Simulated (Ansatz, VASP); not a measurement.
**MoI: VASP beside Ansatz**

Contents of INCAR:

```
PREC = Accurate
ENCUT = 520
EDIFF = 1E-6
ISMEAR = -1
SIGMA = 0.05
LREAL = F
LASPH = T
NELM = 100
ALGO = Fast
ISIF = 2
LWAVE = F
LCHARG = F
LMAXMIX = 4
GGA = PE
```

The input KPOINTS:

```
Automatic mesh
0
Gamma
  7 7 7
```

Contents of POSCAR:

```
MoI
1.0
    0.0000000000      3.1788513800      3.1788513800
    3.1788513800      0.0000000000      3.1788513800
    3.1788513800      3.1788513800      0.0000000000
Mo I
1 1
Direct
    0.0000000000      0.0000000000      0.0000000000
    0.7500000000      0.7500000000      0.7500000000
```

KPOINTS_OPT

```
path GXWKGLUWLK,UX
20
line-mode
reciprocal
 0.0000000000  0.0000000000  0.0000000000  G
 0.5000000000  0.0000000000  0.5000000000  X

 0.5000000000  0.0000000000  0.5000000000  X
 0.5000000000  0.2500000000  0.7500000000  W

 0.5000000000  0.2500000000  0.7500000000  W
 0.3750000000  0.3750000000  0.7500000000  K

 0.3750000000  0.3750000000  0.7500000000  K
 0.0000000000  0.0000000000  0.0000000000  G

 0.0000000000  0.0000000000  0.0000000000  G
 0.5000000000  0.5000000000  0.5000000000  L

 0.5000000000  0.5000000000  0.5000000000  L
 0.6250000000  0.2500000000  0.6250000000  U

 0.6250000000  0.2500000000  0.6250000000  U
 0.5000000000  0.2500000000  0.7500000000  W

 0.5000000000  0.2500000000  0.7500000000  W
 0.5000000000  0.5000000000  0.5000000000  L

 0.5000000000  0.5000000000  0.5000000000  L
 0.3750000000  0.3750000000  0.7500000000  K

 0.6250000000  0.2500000000  0.6250000000  U
 0.5000000000  0.0000000000  0.5000000000  X
```

input.yaml

```yaml
crystal:
  lattice:
    - [0.0, 3.17885138, 3.17885138]
    - [3.17885138, 0.0, 3.17885138]
    - [3.17885138, 3.17885138, 0.0]
  atoms:
    - { symbol: Mo, position: [0.0, 0.0, 0.0] }
    - { symbol: I, position: [0.75, 0.75, 0.75] }
hamiltonian:
  xc: pbe
  pseudopotentials: { kind: paw }
kpoints:
  mp_grid: { grid: [7, 7, 7] }
  band_path:
    path:
      - [[0.0, 0.0, 0.0], [0.5, 0.0, 0.5], [0.5, 0.25, 0.75], [0.375, 0.375, 0.75], [0.0, 0.0, 0.0], [0.5, 0.5, 0.5], [0.625, 0.25, 0.625], [0.5, 0.25, 0.75], [0.5, 0.5, 0.5], [0.375, 0.375, 0.75]]
      - [[0.625, 0.25, 0.625], [0.5, 0.0, 0.5]]
    npoints: 14
scf:
  occupations: { method: fermi_dirac, width: 0.05 }
  n_extra_bands: 6
output:
  forces: true
  stress: true
  eigenvalues: true
  fatbands: false
```

The cell was built by a generator and needn't be a form met in nature.

Alike in both runs: task band structure; functional PBE; k mesh 7 × 7 × 7; occupations fermi-dirac, width 0.05 eV; no spin polarisation.

|  | VASP | Ansatz |
| --- | --- | --- |
| version | VASP 6.6.1 | Ansatz 0.2.0 |
| potentials or method | VASP PAW PBE potentials, release 64 (Mo_sv, I) | Ansatz PAW |
| plane-wave cutoff (eV) | 520 | 420 |
| valence electrons in the cell | 21 | 31 |

|  | VASP | Ansatz | Ansatz less VASP |
| --- | --- | --- | --- |
| gap on the k mesh at the Fermi level (eV) | none | none | - |
| pressure (GPa) | -7.4 | -7.4 | +0.03 |

A gap of «none» marks a metal or a gap that the smearing closes. The two sets of potentials don't hold the same shells in valence.

Caveats: spin-orbit coupling is left out, which moves the levels of the heavy elements; an odd number of electrons without spin polarisation forces a metal; a magnetic or distorted state may lie lower.
